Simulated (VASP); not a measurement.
# CdSb2O4 (Pbam) in VASP: single point with r2SCAN

Aim: the single point of CdSb2O4 with r2SCAN.

All numbers are computed with VASP 6.6.1; they aren't measurements. Logs are shortened: lines on timing, memory, paths and dates and some standing lists are left out, and cuts for length are marked.

**1. Starting point**

The structure is orthorhombic, space group Pbam (No. 55). Conventional cell: a = 7.103 Å, b = 10.064 Å, c = 3.399 Å, α = 90.00°, β = 90.00°, γ = 90.00°. Around Cd (site symmetry 2/m) lie 6 O at 2.32 to 2.37 Å. Sb (site symmetry m) has 4 O at 2.08 to 2.18 Å as nearest neighbours. O (site symmetry m) has 2 Sb at 2.08 Å and 1 Cd at 2.37 Å as nearest neighbours. Around O (site symmetry m) lie 2 Sb at 2.15 to 2.18 Å and 2 Cd at 2.32 Å.

The cell was built by a generator and needn't be a form met in nature.

**2. Single point, r2SCAN**

Contents of INCAR:

```
ALGO = Normal
EDIFF = 1E-6
ENCUT = 520
ISIF = 2
ISMEAR = 0
KPAR = 8
LASPH = T
LCHARG = F
LMIXTAU = T
LREAL = F
LWAVE = F
METAGGA = R2SCAN
NBANDS = 59
NELM = 150
PREC = Accurate
SIGMA = 0.1
```

Contents of KPOINTS:

```
k-points
0
Gamma
  6 4 8
```

Contents of POSCAR:

```
CdSb2O4
1.0
    7.1034700000      0.0000000000      0.0000000000
    0.0000000000     10.0643600000      0.0000000000
    0.0000000000      0.0000000000      3.3986600000
Cd Sb O
2 4 8
Direct
    0.0000000000      0.0000000000      0.0000000000
    0.5000000000      0.5000000000      0.0000000000
    0.6070790000      0.2047350000      0.5000000000
    0.3929210000      0.7952650000      0.5000000000
    0.1070790000      0.2952650000      0.5000000000
    0.8929210000      0.7047350000      0.5000000000
    0.1929440000      0.1923120000      0.0000000000
    0.8070560000      0.8076880000      0.0000000000
    0.1046730000      0.8610980000      0.5000000000
    0.8953270000      0.1389020000      0.5000000000
    0.6929440000      0.3076880000      0.0000000000
    0.3070560000      0.6923120000      0.0000000000
    0.3953270000      0.3610980000      0.5000000000
    0.6046730000      0.6389020000      0.5000000000
```

Potentials or basis: VASP PAW PBE potentials, release 64 (Cd, Sb, O).

Run with:

```bash
> cat potpaw_PBE.64/Cd/POTCAR potpaw_PBE.64/Sb/POTCAR potpaw_PBE.64/O/POTCAR > POTCAR
> mpirun -np 8 vasp_std > vasp.out
```

OUTCAR:

```text
EDIFF = 1E-6
   ENCUT = 520
   ISIF = 2
   ISMEAR = 0
   LASPH = T
   LREAL = F
   METAGGA = R2SCAN
   NELM = 150
   PREC = Accurate

 ion  position               nearest neighbor table
   1  0.000  0.000  0.000-   9 2.32  10 2.32   9 2.32  10 2.32   7 2.37   8 2.37   5 3.51   6 3.51
                             5 3.51   6 3.51
   2  0.500  0.500  0.000-  13 2.32  14 2.32  13 2.32  14 2.32  11 2.37  12 2.37   3 3.51   4 3.51
                             3 3.51   4 3.51
   3  0.607  0.205  0.500-  11 2.08  11 2.08  10 2.15  13 2.18   2 3.51   2 3.51   5 3.67   5 3.67
[... 7 lines left out ...]
   7  0.193  0.192  0.000-   5 2.08   5 2.08   1 2.37
   8  0.807  0.808  0.000-   6 2.08   6 2.08   1 2.37
   9  0.105  0.861  0.500-   4 2.15   6 2.18   1 2.32   1 2.32
  10  0.895  0.139  0.500-   3 2.15   5 2.18   1 2.32   1 2.32
  11  0.693  0.308  0.000-   3 2.08   3 2.08   2 2.37
  12  0.307  0.692  0.000-   4 2.08   4 2.08   2 2.37
  13  0.395  0.361  0.500-   5 2.15   3 2.18   2 2.32   2 2.32
  14  0.605  0.639  0.500-   6 2.15   4 2.18   2 2.32   2 2.32

  LATTYP: Found a simple orthorhombic cell.
 ALAT       =     3.3986600000
 B/A-ratio  =     2.0900796196
 C/A-ratio  =     2.9612729723

  Lattice vectors:

 A1 = (   0.0000000000,   0.0000000000,   3.3986600000)
 A2 = (   7.1034700000,   0.0000000000,   0.0000000000)
 A3 = (   0.0000000000,  10.0643600000,   0.0000000000)

Analysis of symmetry for initial positions (statically):
=====================================================================
 Subroutine PRICEL returns:
 Original cell was already a primitive cell.

 Routine SETGRP: Setting up the symmetry group for a
 simple orthorhombic supercell.

 Subroutine GETGRP returns: Found  8 space group operations
 (whereof  4 operations were pure point group operations)
 out of a pool of  8 trial point group operations.

The static configuration has the point symmetry C_2h.
 The point group associated with its full space group is D_2h.

Analysis of symmetry for dynamics (positions and initial velocities):
=====================================================================
 Subroutine PRICEL returns:
 Original cell was already a primitive cell.

 Routine SETGRP: Setting up the symmetry group for a
 simple orthorhombic supercell.

[... 142 lines left out ...]
   EMIN   =  10.00;   EMAX   =-10.00  energy-range for DOS
   EFERMI =   0.00;   METHOD = LEGACY
   ISMEAR =     0;   SIGMA  =   0.10  broadening in eV -4-tet -1-fermi 0-gaus
   EFERMI_NEDOS =   21; number of points for ismear=-14 and -15
   IALGO  =     38    algorithm
   IMIX   =      4    mixing-type and parameters
     AMIX     =   0.40;   BMIX     =  1.00
     AMIX_MAG =   1.60;   BMIX_MAG =  1.00
  volume/ion in A,a.u.               =      17.36       117.12
  Fermi-wavevector in a.u.,A,eV,Ry     =   1.184357  2.238110 19.084912  1.402701
  Thomas-Fermi vector in A             =   2.320573
   LORBIT       =      0    0 simple, 1 ext, 2 COOP (PROOUT), +10 PAW based schemes
   METAGGA = R2SCAN    functional components
   LHFCALC =     F    Hartree Fock is set to
   AEXX    =    0.0000 exact exchange contribution
   IVDW    =     0    specifies the selected vdW correction
   LEPSILON=     F    determine dielectric tensor
   LRPA    =     F    only Hartree local field effects (RPA)
 non-spin polarized calculation
 Gauss-broadening in eV      SIGMA  =   0.10
  energy-cutoff  :      520.00
  volume of cell :      242.98
 maximum number of plane-waves:      6610
 NGX is ok and might be reduce to    54
   NGX = 27   NGY = 37   NGZ = 13

 number of electron      91.9999993 magnetization

 Free energy of the ion-electron system (eV)
  ---------------------------------------------------
  ext. energy  EPLUGINS =         0.00000000
  ---------------------------------------------------
  free energy    TOTEN  =      -209.53318896 eV

  energy without entropy =     -209.53318896  energy(sigma->0) =     -209.53318896

 E-fermi :   3.4748     XC(G=0): -10.0436

 val. band max:        3.0086473921   @ k =   0.0000   0.0000   0.1250
 cond. band min:       5.5928439507   @ k =   0.5000   0.0000   0.0000
 fundamental gap:      2.5841965586
 Fermi energy:         3.4747657726

 k-point     1 :       0.0000    0.0000    0.0000
  band No.  band energies     occupation
      1     -16.7683      2.00000
      2     -16.6715      2.00000
      3     -16.0704      2.00000
      4     -16.0370      2.00000
      5     -15.4354      2.00000
      6     -15.2524      2.00000
[... 1453 lines left out ...]
     57       9.5565      0.00000
     58       9.5565      0.00000

 [... further k-points ...]

 [bands above 58 left out]

------------------------ aborting loop because EDIFF is reached ----------------------------------------

  FORCE on cell =-STRESS in cart. coord.  units (eV):
  Direction    XX          YY          ZZ          XY          YZ          ZX
  --------------------------------------------------------------------------------------
  -------------------------------------------------------------------------------------
  Total       -6.1180529     -5.9018296     -7.3986573      0.0000000      0.0000000      0.0000000
  in kB      -40.3421812    -38.9164142    -48.7864323      0.0000000      0.0000000      0.0000000
  external PRESSURE =     -42.6816759 kB  Pullay stress =       0.0000000 kB

 VOLUME and BASIS-vectors are now :
 -----------------------------------------------------------------------------
  energy-cutoff  :      520.00
  volume of cell :      242.98
      direct lattice vectors                 reciprocal lattice vectors
     7.103470000  0.000000000  0.000000000     0.140776268  0.000000000  0.000000000
     0.000000000 10.064360000  0.000000000     0.000000000  0.099360516  0.000000000
     0.000000000  0.000000000  3.398660000     0.000000000  0.000000000  0.294233610

 POSITION                                       TOTAL-FORCE (eV/Angst)
 -----------------------------------------------------------------------------------
      0.00000      0.00000      0.00000         0.000000      0.000000      0.000000
      3.55173      5.03218      0.00000         0.000000      0.000000      0.000000
      4.31237      2.06053      1.69933         0.293111      0.437158     -0.000000
      2.79110      8.00383      1.69933        -0.293111     -0.437158      0.000000
      0.76063      2.97165      1.69933         0.293111     -0.437158     -0.000000
      6.34284      7.09271      1.69933        -0.293111      0.437158      0.000000
      1.37057      1.93550      0.00000        -0.269143      0.269451      0.000000
      5.73290      8.12886      0.00000         0.269143     -0.269451     -0.000000
      0.74354      8.66640      1.69933        -0.017110     -0.148614      0.000000
      6.35993      1.39796      1.69933         0.017110      0.148614     -0.000000
      4.92231      3.09668      0.00000        -0.269143     -0.269451      0.000000
      2.18116      6.96768      0.00000         0.269143      0.269451      0.000000
      2.80819      3.63422      1.69933         0.017110     -0.148614     -0.000000
      4.29528      6.43014      1.69933        -0.017110      0.148614      0.000000
 -----------------------------------------------------------------------------------
    total drift:                               -0.000000      0.000000     -0.000000

  FREE ENERGIE OF THE ION-ELECTRON SYSTEM (eV)
  ---------------------------------------------------
  free  energy   TOTEN  =      -209.5331889641 eV

  energy  without entropy=     -209.5331889641  energy(sigma->0) =     -209.53318896
```

OSZICAR:

```text
N       E                     dE             d eps       ncg     rms          rms(c)
DAV:   1     0.636963780486E+03    0.63696E+03   -0.44362E+04  7136   0.146E+03
DAV:   2    -0.163032659942E+03   -0.80000E+03   -0.76728E+03  8455   0.347E+02
DAV:   3    -0.249326285813E+03   -0.86294E+02   -0.85028E+02  8188   0.122E+02
[... 16 lines left out ...]
DAV:  20    -0.209533041940E+03   -0.21889E-03   -0.29572E-04  8265   0.117E-01    0.223E-02
DAV:  21    -0.209533185760E+03   -0.14382E-03   -0.10465E-04  7281   0.622E-02    0.103E-02
DAV:  22    -0.209533182066E+03    0.36937E-05   -0.49286E-06  7944   0.129E-02    0.114E-02
DAV:  23    -0.209533183948E+03   -0.18819E-05   -0.64507E-07  5258   0.549E-03    0.854E-03
DAV:  24    -0.209533188786E+03   -0.48384E-05   -0.25271E-06  5609   0.109E-02    0.562E-03
DAV:  25    -0.209533188964E+03   -0.17771E-06   -0.42075E-07  3974   0.410E-03
   1 F= -.20953319E+03 E0= -.20953319E+03  d E =-.339780E-12
```

stdout:

```text
POSCAR found type information on POSCAR CdSbO
 POSCAR found :  3 types and      14 ions
 scaLAPACK will be used
 -----------------------------------------------------------------------------
|                                                                             |
|           W    W    AA    RRRRR   N    N  II  N    N   GGGG   !!!           |
|           W    W   A  A   R    R  NN   N  II  NN   N  G    G  !!!           |
|           W    W  A    A  R    R  N N  N  II  N N  N  G       !!!           |
[... 20 lines left out ...]
 -----------------------------------------------------------------------------

 LDA part: xc-table for (None), standard interpolation
 POSCAR, INCAR and KPOINTS ok, starting setup
 FFT: planning ... GRIDC
 FFT: planning ... GRID_SOFT
 FFT: planning ... GRID
 WAVECAR not read
 entering main loop
```

It took 6.8 min on 8 MPI ranks of Intel Xeon 6975P-C (Granite Rapids), shared host; peak memory 0.87 GiB.

What came out:

```yaml
Free_energy: -209.5332 eV
Pressure: -4.3 GPa
Largest_force: 0.526 eV/Å
Band_gap_on_the_k_mesh: 2.58 eV, indirect (least direct gap 2.78 eV)
```

Forces in eV/Å, atoms in the order of the input:
```
Cd   0.000  0.000  0.000
Cd   0.000  0.000  0.000
Sb   0.293  0.437  0.000
Sb  -0.293 -0.437  0.000
Sb   0.293 -0.437  0.000
Sb  -0.293  0.437  0.000
O   -0.269  0.269  0.000
O    0.269 -0.269  0.000
O   -0.017 -0.149  0.000
O    0.017  0.149  0.000
O   -0.269 -0.269  0.000
O    0.269  0.269  0.000
O    0.017 -0.149  0.000
O   -0.017  0.149  0.000
```

Stress tensor (GPa, compression positive):
```
-4.03  0.00  0.00
 0.00 -3.89  0.00
 0.00  0.00 -4.88
```

Caveat: the PAW data sets were made with another functional, which shifts forces and pressure a little; spin-orbit coupling is left out, which moves the levels of the heavy elements.
